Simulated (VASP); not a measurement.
# CsCaH3 (Pm-3m) in VASP: further runs

The runs below take CsCaH3 through single point, with LDA.

Program: VASP 6.6.1. These are calculated values, not measurements. Logs are shortened: lines on timing, memory, paths and dates and some standing lists are left out, and cuts for length are marked.

## Step 1: Starting point

Symmetry: Pm-3m, No. 221, cubic system. The conventional cell has a = 4.621 Å, b = 4.621 Å, c = 4.621 Å, α = 90.00°, β = 90.00°, γ = 90.00°. Cs (site symmetry m-3m) is surrounded by 12 H at 3.27 Å. Ca (site symmetry m-3m) is surrounded by 6 H at 2.31 Å. Around H (site symmetry 4/mmm) lie 2 Ca at 2.31 Å.

The cell comes from a database or a generator and needn't be the stable form of this composition.

## Step 2: Single point, LDA

INCAR

```
PREC = Accurate
ENCUT = 520
EDIFF = 1E-7
ISMEAR = 0
SIGMA = 0.01
LREAL = F
LASPH = T
NELM = 60
ALGO = Fast
ISIF = 2
LWAVE = F
LCHARG = F
GGA = CA
NBANDS = 19
```

KPOINTS

```
regular mesh
0
Gamma
  4 4 4
```

POSCAR

```
CsCaH3
1.0
    4.6211860000      0.0000000000      0.0000000000
    0.0000000000      4.6211860000      0.0000000000
    0.0000000000      0.0000000000      4.6211860000
Cs Ca H
1 1 3
Direct
    0.0000000000      0.0000000000      0.0000000000
    0.5000000000      0.5000000000      0.5000000000
    0.5000000000      0.0000000000      0.5000000000
    0.0000000000      0.5000000000      0.5000000000
    0.5000000000      0.5000000000      0.0000000000
```

Potentials or basis: VASP PAW LDA potentials, release 64 (Cs_sv, Ca_sv, H).

Started as:

```sh
$ cat potpaw_LDA.64/Cs_sv/POTCAR potpaw_LDA.64/Ca_sv/POTCAR potpaw_LDA.64/H/POTCAR > POTCAR
$ mpirun -np 1 vasp_std > vasp.out
```

OUTCAR:

```text
PREC = Accurate
   ENCUT = 520
   EDIFF = 1E-7
   ISMEAR = 0
   LREAL = F
   LASPH = T
   NELM = 60
   ISIF = 2
   GGA = CA

 ion  position               nearest neighbor table
   1  0.000  0.000  0.000-
   2  0.500  0.500  0.500-
   3  0.500  0.000  0.500-
   4  0.000  0.500  0.500-
   5  0.500  0.500  0.000-

  LATTYP: Found a simple cubic cell.
 ALAT       =     4.6211860000

  Lattice vectors:

 A1 = (   4.6211860000,   0.0000000000,   0.0000000000)
 A2 = (   0.0000000000,   4.6211860000,   0.0000000000)
 A3 = (   0.0000000000,   0.0000000000,   4.6211860000)

Analysis of symmetry for initial positions (statically):
=====================================================================
 Subroutine PRICEL returns:
 Original cell was already a primitive cell.

 Routine SETGRP: Setting up the symmetry group for a
 simple cubic supercell.

 Subroutine GETGRP returns: Found 48 space group operations
 (whereof 48 operations were pure point group operations)
 out of a pool of 48 trial point group operations.

The static configuration has the point symmetry O_h .

Analysis of symmetry for dynamics (positions and initial velocities):
=====================================================================
 Subroutine PRICEL returns:
 Original cell was already a primitive cell.

 Routine SETGRP: Setting up the symmetry group for a
 simple cubic supercell.

 Subroutine GETGRP returns: Found 48 space group operations
 (whereof 48 operations were pure point group operations)
 out of a pool of 48 trial point group operations.

The dynamic configuration has the point symmetry O_h .

 Subroutine INISYM returns: Found 48 space group operations
 (whereof 48 operations are pure point group operations),
 and found     1 'primitive' translations

----------------------------------------------------------------------------------------

                                     Primitive cell

  volume of cell :      98.6871

  direct lattice vectors                    reciprocal lattice vectors
     4.621186000  0.000000000  0.000000000     0.216394666  0.000000000  0.000000000
     0.000000000  4.621186000  0.000000000     0.000000000  0.216394666  0.000000000
     0.000000000  0.000000000  4.621186000     0.000000000  0.000000000  0.216394666

  length of vectors
     4.621186000  4.621186000  4.621186000     0.216394666  0.216394666  0.216394666

  position of ions in fractional coordinates (direct lattice)
     0.000000000  0.000000000  0.000000000
     0.500000000  0.500000000  0.500000000
     0.500000000  0.000000000  0.500000000
     0.000000000  0.500000000  0.500000000
     0.500000000  0.500000000  0.000000000

  ion indices of the primitive-cell ions
   primitive index   ion index
                 1           1
                 2           2
                 3           3
                 4           4
                 5           5

----------------------------------------------------------------------------------------

 KPOINTS: regular mesh

Automatic generation of k-mesh.
 Grid dimensions read from file:
 generate k-points for:    4    4    4

 Generating k-lattice:

  Cartesian coordinates                     Fractional coordinates (reciprocal lattice)
     0.054098666  0.000000000  0.000000000     0.250000000  0.000000000  0.000000000
     0.000000000  0.054098666  0.000000000     0.000000000  0.250000000  0.000000000
     0.000000000  0.000000000  0.054098666     0.000000000  0.000000000  0.250000000

  Length of vectors
     0.054098666  0.054098666  0.054098666

  Shift w.r.t. Gamma in fractional coordinates (k-lattice)
     0.000000000  0.000000000  0.000000000

 Subroutine IBZKPT returns following result:
 ===========================================

 Found     10 irreducible k-points:

 Following reciprocal coordinates:
            Coordinates               Weight
  0.000000  0.000000  0.000000      1.000000
  0.250000  0.000000  0.000000      6.000000
  0.500000  0.000000  0.000000      3.000000
  0.250000  0.250000  0.000000     12.000000
  0.500000  0.250000  0.000000     12.000000
  0.500000  0.500000  0.000000      3.000000
  0.250000  0.250000  0.250000      8.000000
  0.500000  0.250000  0.250000     12.000000
  0.500000  0.500000  0.250000      6.000000
  0.500000  0.500000  0.500000      1.000000
   k-points           NKPTS =     10   k-points in BZ     NKDIM =     10   number of bands    NBANDS=     19
   number of dos      NEDOS =    301   number of ions     NIONS =      5
   total plane-waves  NPLWV =  46656
   dimension x,y,z NGX =    36 NGY =   36 NGZ =   36
   dimension x,y,z NGXF=    72 NGYF=   72 NGZF=   72
   ions per type =               1   1   3
   NGX,Y,Z   is equivalent  to a cutoff of  12.95, 12.95, 12.95 a.u.
   NGXF,Y,Z  is equivalent  to a cutoff of  25.90, 25.90, 25.90 a.u.
 SYSTEM =  unknown system
   PREC   = accura    normal or accurate (medium, high low for compatibility)
   ISTART =      0    job   : 0-new  1-cont  2-samecut
   ICHARG =      2    charge: 1-file 2-atom 10-const
   ISPIN  =      1    spin polarized calculation?
   LNONCOLLINEAR =      F non collinear calculations
   LSORBIT =      F    spin-orbit coupling
   LASPH  =      T    aspherical Exc in radial PAW
   ENCUT  =  520.0 eV  38.22 Ry    6.18 a.u.   8.59  8.59  8.59*2*pi/ulx,y,z
   NELM   =     60;   NELMIN=  2; NELMDL= -5     # of ELM steps
   EDIFF  = 0.1E-06   stopping-criterion for ELM
   LREAL  =      F    real-space projection
   EDIFFG = 0.1E-05   stopping-criterion for IOM
   NSW    =      0    number of steps for IOM
   IBRION =     -1    ionic relax: 0-MD 1-quasi-New 2-CG
   NFREE  =      0    steps in history (QN), initial steepest desc. (CG)
   ISIF   =      2    stress and relaxation
   ISYM   =      2    0-nonsym 1-usesym 2-fastsym
   POTIM  = 0.5000    time-step for ionic-motion
   TEBEG  =    0.0;   TEEND  =   0.0 temperature during run
   PSTRESS=    0.0 pullay stress
   NELECT =      22.0000    total number of electrons
   NUPDOWN=      -1.0000    fix difference up-down
   EMIN   =  10.00;   EMAX   =-10.00  energy-range for DOS
   EFERMI =   0.00;   METHOD = LEGACY
   ISMEAR =     0;   SIGMA  =   0.01  broadening in eV -4-tet -1-fermi 0-gaus
   EFERMI_NEDOS =   21; number of points for ismear=-14 and -15
   IALGO  =     68    algorithm
   IMIX   =      4    mixing-type and parameters
     AMIX     =   0.40;   BMIX     =  1.00
     AMIX_MAG =   1.60;   BMIX_MAG =  1.00
  volume/ion in A,a.u.               =      19.74       133.19
  Fermi-wavevector in a.u.,A,eV,Ry     =   0.992649  1.875834 13.406522  0.985352
  Thomas-Fermi vector in A             =   2.124475
   LORBIT       =      0    0 simple, 1 ext, 2 COOP (PROOUT), +10 PAW based schemes
   GGA     = CA    functional components
   LHFCALC =     F    Hartree Fock is set to
   AEXX    =    0.0000 exact exchange contribution
   IVDW    =     0    specifies the selected vdW correction
   LEPSILON=     F    determine dielectric tensor
   LRPA    =     F    only Hartree local field effects (RPA)
 non-spin polarized calculation
 RMM-DIIS sequential band-by-band and
 Gauss-broadening in eV      SIGMA  =   0.01
  energy-cutoff  :      520.00
  volume of cell :       98.69
 maximum number of plane-waves:      2680
 NGX is ok and might be reduce to    36
   NGX = 17   NGY = 17   NGZ = 17

 number of electron      22.0000008 magnetization

 Free energy of the ion-electron system (eV)
  ---------------------------------------------------
  ext. energy  EPLUGINS =         0.00000000
  ---------------------------------------------------
  free energy    TOTEN  =       -15.88741711 eV

  energy without entropy =      -15.88741711  energy(sigma->0) =      -15.88741711

 E-fermi :  -0.3973     XC(G=0):  -8.3896

 val. band max:       -0.5225840497   @ k =   0.5000   0.5000   0.0000
 cond. band min:       2.2711582027   @ k =   0.5000   0.5000   0.0000
 fundamental gap:      2.7937422524
 Fermi energy:        -0.3973291145

 k-point     1 :       0.0000    0.0000    0.0000
  band No.  band energies     occupation
      1     -39.0756      2.00000
      2     -20.6662      2.00000
      3     -20.3827      2.00000
      4     -20.3827      2.00000
      5     -20.3827      2.00000
      6      -7.3917      2.00000
[... 11 lines left out ...]
     18       6.6233      0.00000
     19       6.6253      0.00000

 k-point     2 :       0.2500    0.0000    0.0000
  band No.  band energies     occupation
      1     -39.0752      2.00000
      2     -20.6701      2.00000
      3     -20.3820      2.00000
      4     -20.3820      2.00000
      5     -20.3796      2.00000
      6      -7.6872      2.00000
[... 11 lines left out ...]
     18       5.5842      0.00000
     19       7.2653      0.00000

 k-point     3 :       0.5000    0.0000    0.0000
  band No.  band energies     occupation
      1     -39.0748      2.00000
      2     -20.6747      2.00000
      3     -20.3813      2.00000
      4     -20.3813      2.00000
      5     -20.3755      2.00000
      6      -7.9411      2.00000
[... 11 lines left out ...]
     18       5.2035      0.00000
     19       6.0513      0.00000

 k-point     4 :       0.2500    0.2500    0.0000
  band No.  band energies     occupation
      1     -39.0748      2.00000
      2     -20.6598      2.00000
      3     -20.3950      2.00000
      4     -20.3813      2.00000
      5     -20.3783      2.00000
      6      -7.6702      2.00000
[... 11 lines left out ...]
     18       5.9920      0.00000
     19       6.5995      0.00000

 k-point     5 :       0.5000    0.2500    0.0000
  band No.  band energies     occupation
      1     -39.0745      2.00000
      2     -20.6503      2.00000
      3     -20.3944      2.00000
      4     -20.3898      2.00000
      5     -20.3807      2.00000
      6      -7.8619      2.00000
[... 11 lines left out ...]
     18       6.5073      0.00000
     19       7.0129      0.00000

 k-point     6 :       0.5000    0.5000    0.0000
  band No.  band energies     occupation
      1     -39.0741      2.00000
      2     -20.6226      2.00000
      3     -20.4074      2.00000
      4     -20.4074      2.00000
      5     -20.3801      2.00000
      6      -7.7789      2.00000
[... 11 lines left out ...]
     18       8.0155      0.00000
     19       8.0210      0.00000

 k-point     7 :       0.2500    0.2500    0.2500
  band No.  band energies     occupation
      1     -39.0745      2.00000
      2     -20.6460      2.00000
      3     -20.3942      2.00000
      4     -20.3942      2.00000
      5     -20.3812      2.00000
      6      -7.6395      2.00000
[... 11 lines left out ...]
     18       6.5109      0.00000
     19       6.5110      0.00000

 k-point     8 :       0.5000    0.2500    0.2500
  band No.  band energies     occupation
      1     -39.0741      2.00000
      2     -20.6321      2.00000
      3     -20.3974      2.00000
      4     -20.3938      2.00000
      5     -20.3934      2.00000
      6      -7.8005      2.00000
[... 11 lines left out ...]
     18       6.3890      0.00000
     19       7.3002      0.00000

 k-point     9 :       0.5000    0.5000    0.2500
  band No.  band energies     occupation
      1     -39.0737      2.00000
      2     -20.6124      2.00000
      3     -20.4064      2.00000
      4     -20.4064      2.00000
      5     -20.3928      2.00000
      6      -7.7367      2.00000
[... 11 lines left out ...]
     18       7.2581      0.00000
     19       7.9885      0.00000

 k-point    10 :       0.5000    0.5000    0.5000
  band No.  band energies     occupation
      1     -39.0734      2.00000
      2     -20.6021      2.00000
      3     -20.4055      2.00000
      4     -20.4055      2.00000
      5     -20.4055      2.00000
      6      -7.6930      2.00000
[... 11 lines left out ...]
     18       8.0978      0.00000
     19       8.0978      0.00000

------------------------ aborting loop because EDIFF is reached ----------------------------------------

  FORCE on cell =-STRESS in cart. coord.  units (eV):
  Direction    XX          YY          ZZ          XY          YZ          ZX
  --------------------------------------------------------------------------------------
  -------------------------------------------------------------------------------------
  Total       -1.4268194     -1.4268194     -1.4268194     -0.0000000     -0.0000000     -0.0000000
  in kB      -23.1643029    -23.1643029    -23.1643029     -0.0000000     -0.0000000     -0.0000000
  external PRESSURE =     -23.1643029 kB  Pullay stress =       0.0000000 kB

 VOLUME and BASIS-vectors are now :
 -----------------------------------------------------------------------------
  energy-cutoff  :      520.00
  volume of cell :       98.69
      direct lattice vectors                 reciprocal lattice vectors
     4.621186000  0.000000000  0.000000000     0.216394666  0.000000000  0.000000000
     0.000000000  4.621186000  0.000000000     0.000000000  0.216394666  0.000000000
     0.000000000  0.000000000  4.621186000     0.000000000  0.000000000  0.216394666

 POSITION                                       TOTAL-FORCE (eV/Angst)
 -----------------------------------------------------------------------------------
      0.00000      0.00000      0.00000         0.000000      0.000000      0.000000
      2.31059      2.31059      2.31059         0.000000      0.000000      0.000000
      2.31059      0.00000      2.31059         0.000000      0.000000      0.000000
      0.00000      2.31059      2.31059         0.000000      0.000000      0.000000
      2.31059      2.31059      0.00000         0.000000      0.000000      0.000000
 -----------------------------------------------------------------------------------
    total drift:                                0.000000      0.000000      0.000000

  FREE ENERGIE OF THE ION-ELECTRON SYSTEM (eV)
  ---------------------------------------------------
  free  energy   TOTEN  =       -15.8874171117 eV

  energy  without entropy=      -15.8874171117  energy(sigma->0) =      -15.88741711
```

It took 22 s on 1 thread of Intel Xeon Platinum 8375C at 2.90GHz (Ice Lake), shared host; peak memory 0.18 GiB.

What came out:

```
Free energy            : -15.8874 eV
Pressure               : -2.3 GPa
Band gap on the k mesh : 2.79 eV, direct
```

Caveat: spin-orbit coupling is left out, which moves the levels of the heavy elements.

## Step 3: Single point, LDA

INCAR

```
SYSTEM = CsCaH3
PREC     = Accurate       ! precision mode
ENCUT    = 520            ! plane-wave cutoff, eV
EDIFF    = 1E-7           ! SCF threshold, eV
ISMEAR   = 0              ! smearing method
SIGMA    = 0.01           ! smearing width, eV
LREAL    = .FALSE.        ! projectors in reciprocal space
LASPH    = .TRUE.         ! aspherical terms in the spheres
NELM     = 100            ! most SCF steps
ALGO     = Fast           ! electronic algorithm
ISIF     = 2              ! what is computed and relaxed
LWAVE    = .FALSE.        ! write WAVECAR
LCHARG   = .FALSE.        ! write CHGCAR
GGA      = CA             ! functional
NBANDS   = 19             ! bands
```

KPOINTS

```
Automatic mesh
0
G
  6 6 6
  0 0 0
```

POSCAR is that of step 2.

Potentials or basis: VASP PAW LDA potentials, release 64 (Cs_sv, Ca_sv, H).

Started as:

```sh
$ cat potpaw_LDA.64/Cs_sv/POTCAR potpaw_LDA.64/Ca_sv/POTCAR potpaw_LDA.64/H/POTCAR > POTCAR
$ mpirun -np 1 vasp_std > vasp.out
```

It took 40 s on 1 thread of Intel Xeon Platinum 8375C at 2.90GHz (Ice Lake), shared host; peak memory 0.19 GiB.

It converged, with:

- Free energy: -15.8879 eV
- Pressure: -2.3 GPa
- Band gap on the k mesh: 2.79 eV, direct

Levels at points of the mesh, in eV from the valence-band top:
| k point | band 8 | band 9 | band 10 | band 11 | band 12 | band 13 | band 14 | band 15 |
| --- | --- | --- | --- | --- | --- | --- | --- | --- |
| (0.00, 0.00, 0.00) | -6.87 | -2.81 | -0.68 | -0.68 | 5.35 | 5.35 | 5.35 | 6.29 |
| (0.50, 0.00, 0.00) | -6.83 | -1.24 | -0.89 | -0.40 | 4.68 | 5.15 | 5.15 | 5.37 |
| (0.50, 0.50, 0.00) | -6.79 | -1.51 | 0.00 | 0.00 | 2.79 | 4.21 | 4.21 | 5.02 |
| (0.50, 0.50, 0.50) | -7.17 | -0.61 | -0.61 | -0.61 | 4.45 | 4.45 | 4.45 | 4.81 |

Caveat: spin-orbit coupling is left out, which moves the levels of the heavy elements.

(Part 1 of 2 ends here.)
